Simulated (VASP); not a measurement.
```yaml
crystal:
  lattice:
    - [0.00000, 2.66366, 2.66366]
    - [2.66366, 0.00000, 2.66366]
    - [2.66366, 2.66366, 0.00000]
  atoms:
    - { symbol: Sc, position: [0.00000, 0.00000, 0.00000] }
    - { symbol: B, position: [0.25000, 0.25000, 0.25000] }
```

Calculation: PBEsol GGA, VASP's PBE PAW potentials (set 64) (plane waves; VASP). Run with 520 eV cut-off, Gaussian smearing of 0.050 eV, potentials Sc_sv B.

### Question
Give the energies of bands 5 to 10 at the high-symmetry points, in eV from the Fermi level.

### Answer

| band | Γ | X | U | L | W |
|---|---|---|---|---|---|
| 5 | -7.15 | -4.70 | -4.77 | -5.33 | -4.72 |
| 6 | -0.40 | -2.22 | -1.68 | -1.93 | -1.44 |
| 7 | -0.40 | 0.92 | -0.16 | -0.02 | -0.32 |
| 8 | -0.40 | 0.92 | 0.63 | -0.02 | 0.63 |
| 9 | 3.10 | 1.18 | 1.64 | 3.49 | 1.39 |
| 10 | 3.10 | 3.83 | 3.33 | 3.49 | 3.17 |

It has no gap at this level: it comes out as a metal or semimetal.

The structure was generated: ScB was put into the zinc blende type (F-43m), which need not be its known phase. It was relaxed first, which changed the volume by -25 %.
